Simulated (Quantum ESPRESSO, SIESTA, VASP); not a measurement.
# One structure in several programs: FeCl₄ (Cmmm, 5 atoms in the cell)

Self-consistent single point.

```xyz
5
Lattice="3.8369 -4.6014 0.0000 3.8369 4.6014 0.0000 0.0000 0.0000 3.4964" Properties=species:S:1:pos:R:3 pbc="T T T"
Fe     3.8369     0.0000     1.7482
Cl     3.8369    -2.1419     1.7482
Cl     3.8369     2.1419     1.7482
Cl     2.1760     0.0000     0.0000
Cl     5.4979     0.0000     0.0000
```
Moments meant for the start (each program seeds them in its own way; μB, in the order of the atoms Fe Cl Cl Cl Cl): 4.0 0.0 0.0 0.0 0.0.

Shared settings, as Quantum ESPRESSO writes them: occupations = smearing; smearing = fermi-dirac; degauss = 0.0036749 Ry; nspin = 2; K_POINTS = automatic 3 3 5 0 0 0. Potentials and cutoffs stand in the table.

```csv
code,model,pressure (GPa),largest force (eV/Å),size of the net moment (μB/atom),cutoff
Quantum ESPRESSO,"PBEsol+U, PseudoDojo standard norm-conserving (PBESOL) pseudopotentials",2.32,1.071,0.90,90 Ry
VASP,"PBEsol+U, VASP's PBE PAW potentials (set 64)",1.67,1.170,1.05,300 eV
SIESTA,"GGA PBEsol+U, numerical atomic orbitals DZP, PseudoDojo PBEsol standard norm-conserving potentials (rewritten from UPF to PSML)",-0.28,1.291,1.00,grid 300 Ry
```

Size of the force on each atom (eV/Å): Sizes of forces hide their directions.

```json
[
 {"code": "Quantum ESPRESSO", "Fe1": "0.000", "Cl2": "1.071", "Cl3": "1.071", "Cl4": "0.286", "Cl5": "0.286"},
 {"code": "VASP", "Fe1": "0.000", "Cl2": "1.170", "Cl3": "1.170", "Cl4": "0.187", "Cl5": "0.187"},
 {"code": "SIESTA", "Fe1": "0.000", "Cl2": "1.291", "Cl3": "1.291", "Cl4": "0.373", "Cl5": "0.373"}
]
```

Hubbard term: ortho-atomic; U Fe-3d 6 eV.

On Quantum ESPRESSO's run: with one magnetic atom in the cell only a parallel order is possible. With U or open f shells several self-consistent states can exist.

The spread over the programs that give each value: pressure within 2.60 GPa; largest force within 0.220 eV/Å; size of the net moment within 0.15 μB/atom.

SIESTA uses small atom-centred bases, whose incompleteness enters pressures, forces and empty levels differently from a plane-wave cutoff. The same U acts on different projectors in each program, which moves gaps, moments and pressures. In the pressure, SIESTA (by 2.28) lies more than 1 GPa from the median of the plane-wave programs. In the force vectors, SIESTA (by 0.170) lies more than 0.08 eV/Å from the median of the plane-wave programs.

The shared mesh is coarse (it stands for a supercell whose shortest vector is 17 Å), so the values are not converged in it.

VASP's run is marked for a possible Pulay error in its stress at this cutoff; no cutoff test was made.

The starting cell comes from a database of computed structures (which also holds hypothetical and non-ambient phases and stackings), without a prior relaxation at this level.

Left out of this page: Ansatz (with a known weakness of the program); Elk (not drawn, or without a comparable value).
